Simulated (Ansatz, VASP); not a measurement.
## SrBrCl (1T-SrClBr monolayer): VASP beside Ansatz

One calculation is typed for both programs; each brings its own data sets. How far apart do they land? The structure shown is the start of the Ansatz relaxation below; VASP solves that cell, so the two are compared at the walk's first step.

Method: plane waves, with VASP 6.6.1 beside it; single point at PBE with D3(BJ), in Ansatz 0.2.0.

## Step 1: Set-up

The cell holds 3 atoms: 1 Br, 1 Sr and 1 Cl. Cell: a = 4.133 Å, b = 4.133 Å, c = 38.170 Å, α = 90.0°, β = 90.0°, γ = 120.0°. Vacuum lies along c.

## Step 2: Ansatz: relaxation, PBE with D3(BJ)

Ansatz runs on its default PAW (the set named soft_2) files.

The two programs are compared at the cell with which this relaxation starts, whose forces are those of its first step.

The input, input.yaml:

```yaml
crystal:
  lattice:
    - [4.133165, 0.0, 0.0]
    - [-2.0665825, 3.579425888, 0.0]
    - [0.0, 0.0, 38.1701222592]
  atoms:
    - { symbol: Br, position: [0.6666666667, 0.3333333333, 0.4532340736] }
    - { symbol: Sr, position: [0.0, 0.0, 0.5039395473] }
    - { symbol: Cl, position: [0.3333333333, 0.6666666667, 0.5467659264] }
  periodic: [true, true, false]
kpoints:
  mp_grid: { grid: [12, 12, 1] }
hamiltonian:
  xc: pbe
  dispersion: d3bj
scf:
  occupations: { method: fermi_dirac, width: 0.05 }
  convergence: { dr2_threshold: 1.0e-09 }
relax:
  f_tol: 0.004
  max_steps: 90
  cell: {}
output:
  write_potential: true
  write_density: true
  volumetric_format: npy
```

Launch:

```console
$ ansatz run input.yaml --threads 2 --pin off --max-ram 3072MiB --backend cpu --events-out ev --progress --plain --runs-dir out
```

Numbers of over 12 decimals in the logs are rounded to 6 here.

Output:

```text
Warning: relax.cell: scf.convergence.dr2_threshold = 1e-9 eV is looser than the 1.62912247083e-10 eV advised for a relaxation that steers and ends on the stress (1e-10 eV for each atom of the cell: 3, times the square of relax.cell.stress_2d_tol = 0.05 N/m over 13.6 Å (the atoms' height at the walk's start and 5 Å past either face), 3.685e-2 GPa, over a crystal's default 0.05). What an SCF threshold leaves in a stress goes as its square root, and in the free energy as the threshold itself, and one threshold admits the most on a small cell: [figures from the program's tests cut] Set scf.convergence.dr2_threshold to 1.62912247083e-10 eV or tighter. [rest of the remark cut]
Engine: ansatz 0.2.0, x86_64-unknown-linux-gnu
Pseudopotentials: kind: paw
Pseudopotential: Br, paw, valence charge 7, recommended cutoff 420 eV (normal), Br.paw.azcp
Pseudopotential: Sr, paw, valence charge 10, recommended cutoff 420 eV (normal), Sr.paw.azcp
Pseudopotential: Cl, paw, valence charge 7, recommended cutoff 420 eV (normal), Cl.paw.azcp
Functional definition: PBE
  parameter kappa = 0.804
  parameter beta = 0.066725
  exchange = pbe_x(kappa = kappa, mu = beta*pi^2/3)
  correlation = pbe_c(beta = beta)
Crystal: 3 atoms, lattice volume = 564.702 Å³
Basis set: ecut = 420 eV, 10879 PW (Γ), exchange–correlation on 60×60×512 points (8 copies of the dense FFT grid, shifted against one another)
Bands: 16, of which v1, the nominal top of the filled ones, is band 12 counted from 1 (11 counted from 0)
Symmetry: 6 space group operations
Space group: P3m1 (ITA 156), of the structure as read, at distance tolerance 8.3e-5 Å
k-points: 19 of 144 (time reversal used)
Non-local potential: Br, projectors of the file, l = 0: 2, l = 1: 2, l = 2: 2
Non-local potential: Sr, projectors of the file, l = 0: 3, l = 1: 2, l = 2: 2
Non-local potential: Cl, projectors of the file, l = 0: 2, l = 1: 2, l = 2: 2
PAW form: soft (Blöchl's): semilocal exchange-correlation on the pseudo side does not see the compensation charge
PAW one-centre angular grid: Br, 110 points (default); XC on 64 Gauss nodes
PAW one-centre angular grid: Sr, 110 points (default); XC on 64 Gauss nodes
PAW one-centre angular grid: Cl, 110 points (default); XC on 64 Gauss nodes
Initial density: superposition of atomic densities (neutral atoms: chi_scale 0, normalization atom), corrected by the library's trained network
Initial wavefunctions: pseudopotential atomic-orbital guess
Functional: x = pbe(κ = 0.804, μ = 0.219515), c = pbe(β = 0.066725)
SCF iter   1: F=—  HF=-7413.976460 eV  |F-HF|=—  |Δ(HF+E_count)|=         —  Δρ=3.42e-4  dr2=3.09e-3  ethr=1.77e-3  ⟨swp⟩=21.4  Hψ=4144  notcnv=0
preconditioner: auto → Resta (q_TF=auto, 1.612 Å⁻¹)  ε∞=1.3  [insulator: Δε(μ)=4.511 eV  Ē_g=13.532 eV  σ=0.050 eV  W_gap=1.00  n_scr=18 (ndim 8)  ℏωp=7.3 eV  f_vac=0.806  D(μ)=0.00/eV (n_scr^D=0)  ε∞_Penn≈1.3  vacuum switching on, ρ_ref=1.3e-2 e/Å³]
SCF iter   2: F=—  HF=-7413.978127 eV  |F-HF|=—  |Δ(HF+E_count)|=   1.67e-3  Δρ=2.08e-4  dr2=8.69e-4  ethr=1.29e-5  ⟨swp⟩=4.5  Hψ=1143  notcnv=0
SCF iter   3: F=—  HF=-7413.978487 eV  |F-HF|=—  |Δ(HF+E_count)|=   3.59e-4  Δρ=1.04e-4  dr2=2.24e-4  ethr=3.62e-6  ⟨swp⟩=2.2  Hψ=439  notcnv=0
SCF iter   4: F=—  HF=-7413.978830 eV  |F-HF|=—  |Δ(HF+E_count)|=   3.43e-4  Δρ=3.88e-5  dr2=1.39e-5  ethr=9.31e-7  ⟨swp⟩=2.7  Hψ=529  notcnv=0
SCF iter   5: F=—  HF=-7413.978892 eV  |F-HF|=—  |Δ(HF+E_count)|=   6.22e-5  Δρ=1.42e-5  dr2=3.28e-6  ethr=5.79e-8  ⟨swp⟩=3.5  Hψ=646  notcnv=0
SCF iter   6: F=—  HF=-7413.978900 eV  |F-HF|=—  |Δ(HF+E_count)|=   7.89e-6  Δρ=4.72e-6  dr2=8.70e-8  ethr=1.37e-8  ⟨swp⟩=2.8  Hψ=506  notcnv=0
SCF iter   7: F=—  HF=-7413.978992 eV  |F-HF|=—  |Δ(HF+E_count)|=   9.22e-5  Δρ=1.58e-6  dr2=9.04e-9  ethr=3.62e-10  ⟨swp⟩=3.5  Hψ=676  notcnv=0
SCF iter   8: F=-7413.978992 eV  HF=-7413.978992 eV  |F-HF|=3.79e-10  |Δ(HF+E_count)|=   2.36e-8  Δρ=1.81e-7  dr2=2.46e-10  ethr=4.17e-12  ⟨swp⟩=11.3  Hψ=3023  notcnv=0
SCF 1 converged in 8 iterations: F = -7413.978992 eV  dr2 = 2.46e-10
  greatest PAW one-centre occupation: 0.987 electrons in one spin orbital (limit 2), on the Sr atom at site 1 (counted from 0), in its partial waves of l = 0
[...]
Crystal: 3 atoms, lattice volume = 657.270 Å³
iter 1 solved again at ethr=3.05e-8 eV; its pass at ethr=3.10e-3 eV (dr2=7.33e-6 eV) is discarded
SCF iter   1: F=—  HF=-7414.184113 eV  |F-HF|=—  |Δ(HF+E_count)|=         —  Δρ=1.67e-5  dr2=7.16e-6  ethr=3.05e-8  ⟨swp⟩=4.9  Hψ=3086  notcnv=0
preconditioner: auto → Resta (q_TF=auto, 1.571 Å⁻¹)  ε∞=1.3  [insulator: Δε(μ)=5.371 eV  Ē_g=13.550 eV  σ=0.050 eV  W_gap=1.00  n_scr=18 (ndim 8)  ℏωp=6.8 eV  f_vac=0.819  D(μ)=0.00/eV (n_scr^D=0)  ε∞_Penn≈1.3  vacuum switching on, ρ_ref=1.3e-2 e/Å³]
SCF iter   2: F=—  HF=-7414.184124 eV  |F-HF|=—  |Δ(HF+E_count)|=   1.11e-5  Δρ=8.78e-6  dr2=8.72e-7  ethr=2.98e-8  ⟨swp⟩=2.0  Hψ=429  notcnv=0
SCF iter   3: F=—  HF=-7414.184231 eV  |F-HF|=—  |Δ(HF+E_count)|=   1.06e-4  Δρ=3.78e-6  dr2=1.05e-7  ethr=3.63e-9  ⟨swp⟩=3.3  Hψ=566  notcnv=0
SCF iter   4: F=—  HF=-7414.184231 eV  |F-HF|=—  |Δ(HF+E_count)|=  5.29e-10  Δρ=1.43e-6  dr2=2.56e-8  ethr=4.39e-10  ⟨swp⟩=2.9  Hψ=558  notcnv=0
SCF iter   5: F=-7414.184231 eV  HF=-7414.184231 eV  |F-HF|=9.44e-10  |Δ(HF+E_count)|=   1.61e-9  Δρ=4.09e-7  dr2=7.23e-10  ethr=4.17e-12  ⟨swp⟩=10.3  Hψ=2817  notcnv=0
SCF 6 converged in 5 iterations: F = -7414.184231 eV  dr2 = 7.23e-10
relax step   6: F+E_penalty+E_count = -7414.18423095 eV  Δ(F+E_penalty+E_count) = -6.976e-6 eV  max|allowed force component| = 2.857e-4 eV/Å  Δτ_max = 0.0017 Å  P = +0.001 N/m  Ω = 657.270 Å³  energy of the carried Pulay correction = -4.385e-4 eV  fix = [c, alpha, beta]  reactions: c +0.000 N/m  (5 SCF iters, accepted)
Initial wavefunctions: pseudopotential atomic-orbital guess (no wavefunctions were taken with the density)
iter 1 solved again at ethr=6.82e-6 eV; its pass at ethr=3.10e-3 eV (dr2=1.64e-3 eV) is discarded
SCF iter   1: F=—  HF=-7414.184562 eV  |F-HF|=—  |Δ(HF+E_count)|=         —  Δρ=3.82e-5  dr2=1.14e-6  ethr=6.82e-6  ⟨swp⟩=4.5  Hψ=5265  notcnv=0
eigensolver tolerance schedule: the retry pair's looser diagonalisation over-reported the residual by 1439.54 of it (diagonalisation noise at an unbounded share of the residual, at the tolerance the schedule requests for it); recorded, not acted on — ethr = c·dr2/N_el stays at c = 1.0e-1
preconditioner: auto → Resta (q_TF=auto, 1.571 Å⁻¹)  ε∞=1.3  [insulator: Δε(μ)=5.372 eV  Ē_g=13.551 eV  σ=0.050 eV  W_gap=1.00  n_scr=18 (ndim 8)  ℏωp=6.8 eV  f_vac=0.819  D(μ)=0.00/eV (n_scr^D=0)  ε∞_Penn≈1.3  vacuum switching on, ρ_ref=1.3e-2 e/Å³]
SCF iter   2: F=—  HF=-7414.184853 eV  |F-HF|=—  |Δ(HF+E_count)|=   2.91e-4  Δρ=1.92e-5  dr2=3.28e-7  ethr=4.74e-9  ⟨swp⟩=4.2  Hψ=914  notcnv=0
SCF iter   3: F=—  HF=-7414.184898 eV  |F-HF|=—  |Δ(HF+E_count)|=   4.51e-5  Δρ=4.75e-6  dr2=1.80e-7  ethr=1.37e-9  ⟨swp⟩=3.1  Hψ=639  notcnv=0
SCF iter   4: F=—  HF=-7414.184901 eV  |F-HF|=—  |Δ(HF+E_count)|=   3.20e-6  Δρ=9.73e-7  dr2=6.07e-9  ethr=7.48e-10  ⟨swp⟩=2.1  Hψ=430  notcnv=0
SCF iter   5: F=-7414.184901 eV  HF=-7414.184901 eV  |F-HF|=4.01e-10  |Δ(HF+E_count)|=   1.67e-7  Δρ=2.72e-7  dr2=4.85e-10  ethr=4.17e-12  ⟨swp⟩=16.1  Hψ=3358  notcnv=0
SCF 7 converged in 5 iterations: F = -7414.184901 eV  dr2 = 4.85e-10
  Residual-converged pass: ⟨swp⟩=1.1  Hψ=381  notcnv=0  max |occ|·‖R‖ = 7.0e-9 eV (tolerance 1.0e-8 eV)  dr2=4.85e-10  dr2_onsite=1.08e-11  max |Δocc| = 0.0e0
relax step   7: F+E_penalty+E_count = -7414.18490149 eV  Δ(F+E_penalty+E_count) = -6.705e-4 eV  max|allowed force component| = 3.585e-4 eV/Å  Δτ_max = 0.0000 Å  P = +0.008 N/m  Ω = 657.270 Å³  fix = [c, alpha, beta]  reactions: c +0.000 N/m  stress off target by 7.82e-3 N/m on what of the cell is left free  SCF on the basis re-selected at this cell (its energy is not comparable with the rows above)  (5 SCF iters)
basis re-selected at this cell: Δ(F+E_penalty+E_count) = -6.705e-4 eV, ΔP = +0.007 N/m vs the last step (what re-selecting the basis moved, of the pressure what is left beyond the Pulay correction that the steps carried, after the strain that the cell walked since its last selection, with what the two solves' SCF thresholds leave and, on support functions, any second-order correction that the steps lacked; it is no m [...]
WARN: The output density's exchange-correlation potential varies sharply where the density is thin. Do not read a vacuum level from v_tot or v_xc, or from such a field of the output density. On a cell that repeats whose density bears no net charge and no dipole along the vacuum's axis use v_es (v_loc + v_h of the components); under efield.dipole_correction with no amplitude use v_es + v_field, which holds any externa [...]
SCF converged after 5 iterations
Free energy (F): -7414.184901 eV
Harris-Foulkes:  -7414.184901 eV  (|F-HF|=4.01e-10)
Internal energy: -7414.184901 eV  (E = F + TS)
E sigma→0 (E₀):  -7414.184901 eV
Fermi energy:    -4.884717 eV
--- Per-component energies (eV) ---
  E_band       = -396.613243
  E_kinetic    = 540.215950
  E_local      = -25630.521645  (includes V_loc(G=0)·N_el)
  E_nonlocal   = 300.792660
  E_hartree    = 12415.442751
  E_xc         = -545.925261
  E_vxc        = -388.785868  (∫ρ·V_xc dr)
  E_paw        = -5600.624615  (= ΣΔE_a)
  E_vpaw       = -49.201066  (= ΣTr[D̂ρ^β])
  E_aug_tail   = 0.000089  (compensation charges beyond the density's cutoff)
  E_ewald      = 11106.851309
  E_disp       = -0.416140  (pairwise vdW)
  E_smearing   = -0.000000  (= −TS)
  E_closure    = 0.000000  (closes the sum)
  Σ components = -7414.184901   (vs F -7414.184901, Δ=0.00e0)
--- Forces (eV/Å), atoms counted from 1 ---
  atom   1  Br     0.00000000    -0.00000000     0.00025754
  atom   2  Sr    -0.00000000     0.00000000     0.00010056
  atom   3  Cl    -0.00000000     0.00000000    -0.00035874
  max |Σ_I F_I| component: 6.36e-7 eV/Å
--- 2D stress c σ (N/m, compression-positive) ---
        0.007819       0.000000      -0.000000
        0.000000       0.007819      -0.000000
       -0.000000      -0.000000       0.000000
  P = ½ c Tr σ = 0.0078 N/m
--- Band table (eV; the first three rows and the last of 19) ---
  k-point 0: bands = [... 8 lower, -8.8514, -7.8072, -7.6531, -7.6531, -2.2813, -1.1863, -1.1863, -0.9404]
  k-point 1: bands = [... 8 lower, -8.8426, -7.8127, -7.7046, -7.6739, -2.1287, -1.3012 (-1.3012°), -1.1042, -0.9010]
  k-point 2: bands = [... 8 lower, -8.8195, -7.9660, -7.7283, -7.7004, -1.7973 (-1.7973°), -1.4077 (-1.4077°), -0.8729, -0.8236]
  k-point 18: bands = [... 8 lower, -8.7215, -8.2141, -8.0798, -7.9037, -1.0334, -1.0131, -0.6360, 0.6380]
  ° read free of the cell's end (the report's vacuum.weakly_bound_levels)
--- Relaxed structure (6 steps of the walk, 6 accepted, 1 SCFs on fresh bases) ---
  F+E_penalty+E_count = -7414.18490149 eV   max|allowed force component| = 3.585e-4 eV/Å   (the final SCF, on the basis selected at the relaxed cell)
  cell:  # Å, volume = 657.2699 Å³
    - [4.459075, 0.0, 0]
    - [-2.229538, 3.861672, 0]
    - [0, 0, 38.1701222592]
  atoms:
    - { symbol: Br, position: [0.666667, 0.333333, 0.460791] }
    - { symbol: Sr, position: [0, -1.4100691850400175e-19, 0.503582] }
    - { symbol: Cl, position: [0.333333, 0.666667, 0.539567] }
```

(Part 1 of 2 ends here.)

[Lines on the potential files, build, host, timing and source positions are cut from VASP's logs without a mark.]

[Logs are printed without paths, hosts, clocks, repeated set-up lines and the standing remarks that a program may print on its own settings, such as how far it seeks lower states.]

[Hosts, paths, dates, database ids (printed as entryN), source tags and the programs' standing remarks are cut or masked in the printed files.]
